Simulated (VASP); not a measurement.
OSZICAR of a VASP run on LiF (rock salt):

### OSZICAR
```
       N       E                     dE             d eps       ncg     rms          rms(c)
DAV:   1    -0.115964290625E+02   -0.11596E+02   -0.22772E-01   522   0.595E+00    0.286E-01
DAV:   2    -0.115972963381E+02   -0.86728E-03   -0.34341E-03   577   0.641E-01    0.180E-01
DAV:   3    -0.115970572282E+02    0.23911E-03   -0.12785E-04   594   0.160E-01    0.102E-01
DAV:   4    -0.115969646041E+02    0.92624E-04   -0.26935E-05   780   0.666E-02    0.596E-02
DAV:   5    -0.115969329570E+02    0.31647E-04   -0.11794E-05   763   0.411E-02    0.352E-02
DAV:   6    -0.115969225042E+02    0.10453E-04   -0.36615E-06   768   0.248E-02    0.206E-02
DAV:   7    -0.115969189949E+02    0.35093E-05   -0.11308E-06   679   0.151E-02    0.119E-02
DAV:   8    -0.115969178406E+02    0.11543E-05   -0.35730E-07   296   0.888E-03    0.703E-03
DAV:   9    -0.115969174726E+02    0.36798E-06   -0.22696E-07   427   0.615E-03
   1 F= -.11596917E+02 E0= -.11596917E+02  d E =-.557580E-19
```

Which electronic solver shows in the log?

It is blocked Davidson (ALGO = Normal, or the opening steps of other solvers). The INCAR had ALGO = Normal.

Can the final energy be trusted as converged?

The run converged. It stopped with EDIFF = 1E-6, NELM = 60 (HSEsol screened hybrid, plane waves, VASP's PBE PAW potentials (set 64)).

The compound is LiF in the rock salt structure. This cell is one point of a volume scan, at 0.94 of the reference volume. The cell's shape comes from a PBE relaxation.
